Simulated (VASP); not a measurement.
Crystal: GaBiSe4.

```
Ga Bi Se
1.0
    -3.77227    3.77227    3.01548
     3.77227   -3.77227    3.01548
     3.77227    3.77227   -3.01548
Ga Bi Se
1 1 4
Direct
  0.50000 0.50000 0.00000
  0.00000 0.00000 0.00000
  0.41018 0.91018 0.82035
  0.08982 0.58982 0.17965
  0.58982 0.41018 0.50000
  0.91018 0.08982 0.50000
```

The cell was built by a generator and needn't be a form met in nature.

```yaml
Program: VASP 6.6.1
Task: relaxation of cell and atoms
Functional: PBE
Potentials_or_basis: VASP PAW PBE potentials, release 64 (Ga_d, Bi_d, Se)
Cutoff: 520 eV
k_mesh: 3 × 3 × 3
Occupations: gaussian, width 0.15 eV
Spin: no spin polarisation
```

At the start: pressure -5.6 GPa; volume 28.61 Å³/atom.

Q: How do energy, volume and symmetry change on relaxing?

A: Over 14 steps the energy falls by 520.2 meV/atom and the volume is 25.78 Å³/atom (-9.9 %); space group I422 (No. 97, to 0.05 Å).

The path:
```csv
step,energy change (eV),largest force (eV/Å),pressure (GPa),volume (Å³)
1,0.0000,0.3974,-5.61,171.64
2,-0.6628,0.7997,-0.39,147.87
3,-0.6929,0.8774,1.22,143.06
4,-1.1593,1.0450,2.35,139.65
5,-2.2665,0.3268,11.43,127.73
6,-2.2942,0.8396,8.24,130.30
7,-2.3036,0.5666,9.99,128.80
8,-2.4553,0.2774,9.72,130.44
9,-2.6000,0.9517,9.75,134.46
10,-2.8472,0.6999,6.68,139.49
11,-3.1160,0.1672,0.80,152.37
12,-3.1206,0.0993,0.06,154.35
13,-3.1206,0.0817,-0.11,154.77
14,-3.1210,0.0593,-0.26,154.70
```

Final structure:
```
Ga Bi Se
1.0
    -3.22048    3.22048    3.72893
     3.22048   -3.22048    3.72893
     3.22048    3.22048   -3.72893
Ga Bi Se
1 1 4
Direct
  0.50000 0.50000 0.00000
  0.00000 0.00000 0.00000
  0.38010 0.88010 0.76021
  0.11990 0.61990 0.23979
  0.61990 0.38010 0.50000
  0.88010 0.11990 0.50000
```

Caveat: the k mesh is coarse (spacing up to 0.44 Å⁻¹), so the values aren't converged; the relaxation stopped at a loose force limit of 0.08 eV/Å, so its end isn't a converged minimum.
